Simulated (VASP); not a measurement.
# BC5 (P3m1) in VASP: reference runs

Reference runs on BC5: the cell as given and a disturbed copy.

Everything below comes from runs of VASP 6.6.1. Logs are shortened: lines on timing, memory, paths and dates and some standing lists are left out, and cuts for length are marked.

## Step 1: The structure

Symmetry: P3m1, No. 156, trigonal system. Conventional cell: a = 2.552 Å, b = 2.552 Å, c = 6.400 Å, α = 90.00°, β = 90.00°, γ = 120.00°. C (site symmetry 3m) is surrounded by 1 C at 1.50 Å and 3 B at 1.63 Å. C (site symmetry 3m) has 4 C at 1.55 to 1.57 Å as nearest neighbours. C (site symmetry 3m) has 4 C at 1.50 to 1.57 Å as nearest neighbours. Around C (site symmetry 3m) lie 4 C at 1.55 to 1.56 Å. C (site symmetry 3m) is surrounded by 3 C at 1.56 Å and 1 B at 1.61 Å. B (site symmetry 3m) is surrounded by 4 C at 1.61 to 1.63 Å.

The cell comes from a database or a generator and needn't be the stable form of this composition.

## Step 2: Single point, PBE

Contents of INCAR:

```
SYSTEM = BC5
PREC = Accurate
ENCUT = 520
EDIFF = 1E-7
ISMEAR = -1
SIGMA = 0.05
LREAL = .FALSE.
LASPH = .TRUE.
NELM = 100
ALGO = Normal
ISIF = 2
LWAVE = .FALSE.
LCHARG = .FALSE.
GGA = PE
NBANDS = 20
```

Contents of KPOINTS:

```
regular mesh
0
G
  12 12 4
  0 0 0
```

Contents of POSCAR:

```
BC5
1.0
    2.5515512629      0.0000000000      0.0000000000
   -1.2757756315      2.2097082128      0.0000000000
    0.0000000000      0.0000000000      6.3996570000
C B
5 1
Direct
    0.0000000000      0.0000000000      0.8989420000
    0.6666666667      0.3333333333      0.5813640000
    0.0000000000      0.0000000000      0.6645630000
    0.6666666667      0.3333333333      0.3390330000
    0.3333333333      0.6666666667      0.2595110000
    0.3333333333      0.6666666667      0.0075860000
```

Potentials or basis: VASP PAW PBE potentials, release 64 (C, B).

Run with:

```console
$ cat potpaw_PBE.64/C/POTCAR potpaw_PBE.64/B/POTCAR > POTCAR
$ mpirun -np 1 vasp_std > vasp.out
```

OUTCAR:

```text
SYSTEM = BC5
   PREC = Accurate
   ENCUT = 520
   EDIFF = 1E-7
   ISMEAR = -1
   LREAL = .FALSE.
   LASPH = .TRUE.
   NELM = 100
   ISIF = 2
   GGA = PE

 ion  position               nearest neighbor table
   1  0.000  0.000  0.899-   3 1.50   6 1.63   6 1.63   6 1.63
   2  0.667  0.333  0.581-   4 1.55   3 1.57   3 1.57   3 1.57
   3  0.000  0.000  0.665-   1 1.50   2 1.57   2 1.57   2 1.57
   4  0.667  0.333  0.339-   2 1.55   5 1.56   5 1.56   5 1.56
   5  0.333  0.667  0.260-   4 1.56   4 1.56   4 1.56   6 1.61
   6  0.333  0.667  0.008-   5 1.61   1 1.63   1 1.63   1 1.63

  LATTYP: Found a hexagonal cell.
 ALAT       =     2.5515512629
 C/A-ratio  =     2.5081436117

  Lattice vectors:

 A1 = (   2.5515512629,   0.0000000000,   0.0000000000)
 A2 = (  -1.2757756315,   2.2097082128,   0.0000000000)
 A3 = (   0.0000000000,   0.0000000000,   6.3996570000)

Analysis of symmetry for initial positions (statically):
=====================================================================
 Subroutine PRICEL returns:
 Original cell was already a primitive cell.

 Routine SETGRP: Setting up the symmetry group for a
 hexagonal supercell.

 Subroutine GETGRP returns: Found  6 space group operations
 (whereof  6 operations were pure point group operations)
 out of a pool of 24 trial point group operations.

The static configuration has the point symmetry C_3v.

Analysis of symmetry for dynamics (positions and initial velocities):
=====================================================================
 Subroutine PRICEL returns:
 Original cell was already a primitive cell.

 Routine SETGRP: Setting up the symmetry group for a
 hexagonal supercell.

 Subroutine GETGRP returns: Found  6 space group operations
 (whereof  6 operations were pure point group operations)
 out of a pool of 24 trial point group operations.

The dynamic configuration has the point symmetry C_3v.

 Subroutine INISYM returns: Found  6 space group operations
 (whereof  6 operations are pure point group operations),
 and found     1 'primitive' translations

----------------------------------------------------------------------------------------

                                     Primitive cell

  volume of cell :      36.0824

  direct lattice vectors                    reciprocal lattice vectors
     2.551551263  0.000000000  0.000000000     0.391918444  0.226274219  0.000000000
    -1.275775631  2.209708213  0.000000000     0.000000000  0.452548438  0.000000000
     0.000000000  0.000000000  6.399657000     0.000000000  0.000000000  0.156258374

  length of vectors
     2.551551263  2.551551263  6.399657000     0.452548438  0.452548438  0.156258374

  position of ions in fractional coordinates (direct lattice)
     0.000000000  0.000000000  0.898942000
     0.666666667  0.333333333  0.581364000
     0.000000000  0.000000000  0.664563000
     0.666666667  0.333333333  0.339033000
     0.333333333  0.666666667  0.259511000
     0.333333333  0.666666667  0.007586000

  ion indices of the primitive-cell ions
   primitive index   ion index
                 1           1
                 2           2
                 3           3
                 4           4
                 5           5
                 6           6

----------------------------------------------------------------------------------------

 KPOINTS: regular mesh

Automatic generation of k-mesh.
 Grid dimensions read from file:
 generate k-points for:   12   12    4

 Generating k-lattice:

  Cartesian coordinates                     Fractional coordinates (reciprocal lattice)
     0.032659870  0.018856185  0.000000000     0.083333333  0.000000000  0.000000000
     0.000000000  0.037712370  0.000000000     0.000000000  0.083333333  0.000000000
     0.000000000  0.000000000  0.039064594     0.000000000  0.000000000  0.250000000

  Length of vectors
     0.037712370  0.037712370  0.039064594

  Shift w.r.t. Gamma in fractional coordinates (k-lattice)
     0.000000000  0.000000000  0.000000000

 Subroutine IBZKPT returns following result:
 ===========================================

 Found     69 irreducible k-points:

 Following reciprocal coordinates:
            Coordinates               Weight
  0.000000  0.000000  0.000000      1.000000
  0.083333 -0.000000  0.000000      6.000000
  0.166667  0.000000  0.000000      6.000000
  0.250000  0.000000  0.000000      6.000000
  0.333333  0.000000  0.000000      6.000000
  0.416667 -0.000000  0.000000      6.000000
[... 16 lines left out ...]
  0.166667  0.000000  0.250000      6.000000
  0.000000  0.166667  0.250000      6.000000
 [... further k-points ...]
   k-points           NKPTS =     69   k-points in BZ     NKDIM =     69   number of bands    NBANDS=     20
   number of dos      NEDOS =    301   number of ions     NIONS =      6
   total plane-waves  NPLWV =  19200
   dimension x,y,z NGX =    20 NGY =   20 NGZ =   48
   dimension x,y,z NGXF=    40 NGYF=   40 NGZF=   96
   ions per type =               5   1
   NGX,Y,Z   is equivalent  to a cutoff of  13.03, 13.03, 12.47 a.u.
   NGXF,Y,Z  is equivalent  to a cutoff of  26.06, 26.06, 24.94 a.u.
 SYSTEM =  BC5
   PREC   = accura    normal or accurate (medium, high low for compatibility)
   ISTART =      0    job   : 0-new  1-cont  2-samecut
   ICHARG =      2    charge: 1-file 2-atom 10-const
   ISPIN  =      1    spin polarized calculation?
   LNONCOLLINEAR =      F non collinear calculations
   LSORBIT =      F    spin-orbit coupling
   LASPH  =      T    aspherical Exc in radial PAW
   ENCUT  =  520.0 eV  38.22 Ry    6.18 a.u.   4.74  4.74 11.90*2*pi/ulx,y,z
   NELM   =    100;   NELMIN=  2; NELMDL= -5     # of ELM steps
   EDIFF  = 0.1E-06   stopping-criterion for ELM
   LREAL  =      F    real-space projection
   EDIFFG = 0.1E-05   stopping-criterion for IOM
   NSW    =      0    number of steps for IOM
   IBRION =     -1    ionic relax: 0-MD 1-quasi-New 2-CG
   NFREE  =      0    steps in history (QN), initial steepest desc. (CG)
   ISIF   =      2    stress and relaxation
   ISYM   =      2    0-nonsym 1-usesym 2-fastsym
   POTIM  = 0.5000    time-step for ionic-motion
   TEBEG  =    0.0;   TEEND  =   0.0 temperature during run
   PSTRESS=    0.0 pullay stress
   NELECT =      23.0000    total number of electrons
   NUPDOWN=      -1.0000    fix difference up-down
   EMIN   =  10.00;   EMAX   =-10.00  energy-range for DOS
   EFERMI =   0.00;   METHOD = LEGACY
   ISMEAR =    -1;   SIGMA  =   0.05  broadening in eV -4-tet -1-fermi 0-gaus
   EFERMI_NEDOS =   21; number of points for ismear=-14 and -15
   IALGO  =     38    algorithm
   IMIX   =      4    mixing-type and parameters
     AMIX     =   0.40;   BMIX     =  1.00
     AMIX_MAG =   1.60;   BMIX_MAG =  1.00
  volume/ion in A,a.u.               =       6.01        40.58
  Fermi-wavevector in a.u.,A,eV,Ry     =   1.408917  2.662467 27.008213  1.985048
  Thomas-Fermi vector in A             =   2.531026
   LORBIT       =      0    0 simple, 1 ext, 2 COOP (PROOUT), +10 PAW based schemes
   GGA     = PE    functional components
   LHFCALC =     F    Hartree Fock is set to
   AEXX    =    0.0000 exact exchange contribution
   IVDW    =     0    specifies the selected vdW correction
   LEPSILON=     F    determine dielectric tensor
   LRPA    =     F    only Hartree local field effects (RPA)
 non-spin polarized calculation
  energy-cutoff  :      520.00
  volume of cell :       36.08
 maximum number of plane-waves:       988
 NGX is ok and might be reduce to    20
   NGX =  9   NGY =  9   NGZ = 23

 number of electron      23.0000000 magnetization

 Free energy of the ion-electron system (eV)
  ---------------------------------------------------
  ext. energy  EPLUGINS =         0.00000000
  ---------------------------------------------------
  free energy    TOTEN  =       -51.31319262 eV

  energy without entropy =      -51.30642699  energy(sigma->0) =      -51.30980980

 E-fermi :   7.7935     XC(G=0): -12.8940

 val. band max:        7.6969213364   @ k =   0.3333   0.0000   0.0000
 cond. band min:       7.8283110464   @ k =   0.2500   0.0833   0.5000
 fundamental gap:      0.1313897100
 Fermi energy:         7.7935425417

 k-point     1 :       0.0000    0.0000    0.0000
  band No.  band energies     occupation
      1     -11.9832      2.00000
      2      -9.3650      2.00000
      3      -7.5031      2.00000
      4      -0.4490      2.00000
      5       0.3879      2.00000
      6       6.1871      2.00000
[... 12 lines left out ...]
     19      18.4891      0.00000
     20      18.8968      0.00000

 k-point     2 :       0.0833   -0.0000    0.0000
  band No.  band energies     occupation
      1     -11.8176      2.00000
      2      -9.2050      2.00000
      3      -7.3437      2.00000
      4      -0.3328      2.00000
      5       0.5078      2.00000
      6       5.3388      2.00000
[... 12 lines left out ...]
     19      18.5965      0.00000
     20      19.2280      0.00000

 k-point     3 :       0.1667    0.0000    0.0000
  band No.  band energies     occupation
      1     -11.3227      2.00000
      2      -8.7278      2.00000
      3      -6.8692      2.00000
      4      -0.0159      2.00000
      5       0.8452      2.00000
      6       3.4158      2.00000
[... 12 lines left out ...]
     19      19.2048      0.00000
     20      20.4616      0.00000

 k-point     4 :       0.2500    0.0000    0.0000
  band No.  band energies     occupation
      1     -10.5059      2.00000
      2      -7.9447      2.00000
      3      -6.0938      2.00000
      4       0.1803      2.00000
      5       1.1224      2.00000
      6       1.5777      2.00000
[... 12 lines left out ...]
     19      19.0716      0.00000
     20      21.3011      0.00000

 k-point     5 :       0.3333    0.0000    0.0000
  band No.  band energies     occupation
      1      -9.3847      2.00000
      2      -6.8899      2.00000
      3      -5.0662      2.00000
      4      -1.4296      2.00000
      5       0.2407      2.00000
      6       1.6729      2.00000
[... 12 lines left out ...]
     19      19.4904      0.00000
     20      21.2975      0.00000

 k-point     6 :       0.4167   -0.0000    0.0000
  band No.  band energies     occupation
      1      -8.0107      2.00000
      2      -5.7706      2.00000
      3      -4.1527      2.00000
      4      -2.9469      2.00000
      5      -1.5483      2.00000
      6       0.4788      2.00000
[... 12 lines left out ...]
     19      19.5975      0.00000
     20      20.7610      0.00000

 k-point     7 :       0.5000    0.0000    0.0000
  band No.  band energies     occupation
      1      -6.8654      2.00000
      2      -5.8834      2.00000
      3      -3.5818      2.00000
      4      -3.3051      2.00000
      5      -2.3282      2.00000
      6      -0.6173      2.00000
[... 12 lines left out ...]
     19      19.9921      0.00000
     20      20.3723      0.00000
[... 277 lines left out ...]
 k-point    20 :       0.0000    0.0000    0.2500
  band No.  band energies     occupation
      1     -11.9070      2.00000
      2      -9.7974      2.00000
      3      -6.7345      2.00000
      4      -2.3368      2.00000
      5       2.5179      2.00000
      6       6.1545      2.00000
[... 12 lines left out ...]
     19      18.4920      0.00000
     20      18.8165      0.00000

 k-point    21 :       0.0833   -0.0000    0.2500
  band No.  band energies     occupation
      1     -11.7416      2.00000
      2      -9.6355      2.00000
      3      -6.5792      2.00000
      4      -2.1987      2.00000
      5       2.5998      2.00000
      6       5.3870      2.00000
[... 12 lines left out ...]
     19      18.5854      0.00000
     20      19.1587      0.00000

 k-point    22 :       0.0000    0.0833    0.2500
  band No.  band energies     occupation
      1     -11.7416      2.00000
      2      -9.6354      2.00000
      3      -6.5798      2.00000
      4      -2.1960      2.00000
      5       2.5931      2.00000
      6       5.2959      2.00000
[... 12 lines left out ...]
     19      18.4665      0.00000
     20      19.1632      0.00000

 k-point    23 :       0.1667    0.0000    0.2500
  band No.  band energies     occupation
      1     -11.2473      2.00000
      2      -9.1524      2.00000
      3      -6.1162      2.00000
      4      -1.8074      2.00000
      5       2.7257      2.00000
      6       3.6124      2.00000
[... 12 lines left out ...]
     19      18.9980      0.00000
     20      20.2241      0.00000

 k-point    24 :       0.0000    0.1667    0.2500
  band No.  band energies     occupation
      1     -11.2474      2.00000
      2      -9.1516      2.00000
      3      -6.1217      2.00000
      4      -1.7819      2.00000
      5       2.7418      2.00000
      6       3.3992      2.00000
[... 12 lines left out ...]
     19      19.0460      0.00000
     20      20.4276      0.00000

 [... further k-points ...]
[... 5 lines left out ...]
  --------------------------------------------------------------------------------------
  -------------------------------------------------------------------------------------
  Total        0.0098880      0.0098880     -0.0230900     -0.0000000      0.0000000      0.0000000
  in kB        0.4390605      0.4390605     -1.0252709     -0.0000000      0.0000000      0.0000000
  external PRESSURE =      -0.0490500 kB  Pullay stress =       0.0000000 kB

 VOLUME and BASIS-vectors are now :
 -----------------------------------------------------------------------------
  energy-cutoff  :      520.00
  volume of cell :       36.08
      direct lattice vectors                 reciprocal lattice vectors
     2.551551263  0.000000000  0.000000000     0.391918444  0.226274219  0.000000000
    -1.275775631  2.209708213  0.000000000     0.000000000  0.452548438  0.000000000
     0.000000000  0.000000000  6.399657000     0.000000000  0.000000000  0.156258374

 POSITION                                       TOTAL-FORCE (eV/Angst)
 -----------------------------------------------------------------------------------
      0.00000      0.00000      5.75292         0.000000      0.000000     -0.012072
      1.27578      0.73657      3.72053        -0.000000      0.000000     -0.026864
      0.00000      0.00000      4.25298        -0.000000     -0.000000      0.013873
      1.27578      0.73657      2.16969        -0.000000     -0.000000      0.037767
     -0.00000      1.47314      1.66078         0.000000     -0.000000     -0.015972
     -0.00000      1.47314      0.04855         0.000000     -0.000000      0.003269
 -----------------------------------------------------------------------------------
    total drift:                               -0.000000     -0.000000      0.000099

  FREE ENERGIE OF THE ION-ELECTRON SYSTEM (eV)
  ---------------------------------------------------
  free  energy   TOTEN  =       -51.3131926155 eV

  energy  without entropy=      -51.3064269861  energy(sigma->0) =      -51.30980980
```

It took 50 s on 1 thread of AMD EPYC 7R43 (Zen 3), shared host; peak memory 0.13 GiB.

Results:

| Quantity | Value |
| --- | --- |
| Free energy | -51.3132 eV |
| Pressure | 0.0 GPa |
| Largest force | 0.038 eV/Å |
| Band gap on the k mesh | none (metal or under the smearing width) |

Forces in eV/Å, atoms in the order of the input:
```
C    0.000  0.000 -0.012
C    0.000  0.000 -0.027
C    0.000  0.000  0.014
C    0.000  0.000  0.038
C    0.000  0.000 -0.016
B    0.000  0.000  0.003
```

Stress tensor (GPa, compression positive):
```
 0.04  0.00  0.00
 0.00  0.04  0.00
 0.00  0.00 -0.10
```

## Step 3: Single point, PBE (atoms moved at random, drawn with an rms of 0.05 Å)

Contents of INCAR:

```
PREC     = Accurate       # precision mode
ENCUT    = 520            # plane-wave cutoff, eV
EDIFF    = 1E-7           # SCF threshold, eV
ISMEAR   = -1             # smearing method
SIGMA    = 0.05           # smearing width, eV
LREAL    = F              # projectors in reciprocal space
LASPH    = T              # aspherical terms in the spheres
NELM     = 80             # most SCF steps
ALGO     = Normal         # electronic algorithm
ISIF     = 2              # what is computed and relaxed
LWAVE    = F              # write WAVECAR
LCHARG   = T              # write CHGCAR
GGA      = PE             # functional
LELF     = T              # ELF
LVHAR    = T            
NBANDS   = 20             # bands
```

Contents of KPOINTS:

```
regular mesh
0
Gamma
  12 12 4
```

Contents of POSCAR:

```
BC5
1.0
    2.5515512629      0.0000000000      0.0000000000
   -1.2757756315      2.2097082128      0.0000000000
    0.0000000000      0.0000000000      6.3996570000
C B
5 1
Direct
   -0.0170910000     -0.0067730000      0.9101540000
    0.6655450000      0.3273410000      0.5854170000
   -0.0033560000      0.0076570000      0.6650010000
    0.6622670000      0.3334080000      0.3366580000
    0.3702330000      0.6781470000      0.2663990000
    0.3492920000      0.6648720000      0.0035920000
```

Potentials or basis: VASP PAW PBE potentials, release 64 (C, B).

Run with:

```console
$ cat potpaw_PBE.64/C/POTCAR potpaw_PBE.64/B/POTCAR > POTCAR
$ mpirun -np 1 vasp_std > vasp.out
```

It took 4.1 min on 1 thread of AMD EPYC 7R43 (Zen 3), shared host; peak memory 0.23 GiB.

Results (log left out):

```
Free energy            : -51.0141 eV
Pressure               : 2.2 GPa
Largest force          : 3.007 eV/Å
Band gap on the k mesh : none (metal or under the smearing width)
```

Forces in eV/Å, atoms in the order of the input:
```
C    1.239  0.517 -1.615
C   -0.480  0.836  0.048
C    0.532 -0.856  0.676
C    2.285  0.287  1.277
C   -2.521 -0.530 -1.551
B   -1.055 -0.254  1.164
```

Stress tensor (GPa, compression positive):
```
 7.58  3.65  2.32
 3.65  4.96 -0.99
 2.32 -0.99 -5.96
```

Levels at points of the mesh, in eV from the Fermi level:
| k point | band 8 | band 9 | band 10 | band 11 | band 12 | band 13 | band 14 | band 15 | band 16 | band 17 |
| --- | --- | --- | --- | --- | --- | --- | --- | --- | --- | --- |
| (0.00, 0.00, 0.00) | -1.02 | -0.11 | 1.66 | 1.86 | 2.74 | 5.93 | 6.18 | 7.26 | 8.06 | 8.79 |
| (0.50, 0.00, 0.00) | -4.98 | -3.86 | -3.55 | -2.35 | -0.78 | 5.34 | 5.84 | 7.24 | 9.31 | 11.49 |
| (0.00, 0.50, 0.00) | -4.90 | -3.76 | -3.36 | -2.50 | -0.96 | 5.38 | 5.80 | 7.21 | 9.03 | 11.32 |
| (0.50, 0.50, 0.00) | -4.89 | -3.69 | -3.23 | -2.57 | -1.13 | 5.44 | 5.88 | 7.61 | 9.01 | 11.42 |
| (0.00, 0.00, 0.50) | -1.63 | -0.93 | 0.27 | 1.43 | 2.57 | 6.48 | 7.31 | 7.93 | 8.21 | 8.46 |
| (0.50, 0.00, 0.50) | -5.35 | -5.20 | -3.99 | -0.94 | -0.51 | 5.50 | 6.65 | 8.50 | 8.98 | 9.45 |
| (0.00, 0.50, 0.50) | -5.37 | -5.03 | -3.76 | -1.03 | -0.64 | 5.53 | 6.51 | 8.62 | 8.93 | 9.14 |
| (0.50, 0.50, 0.50) | -5.45 | -4.87 | -3.61 | -1.11 | -0.75 | 5.78 | 6.76 | 8.62 | 8.95 | 9.24 |
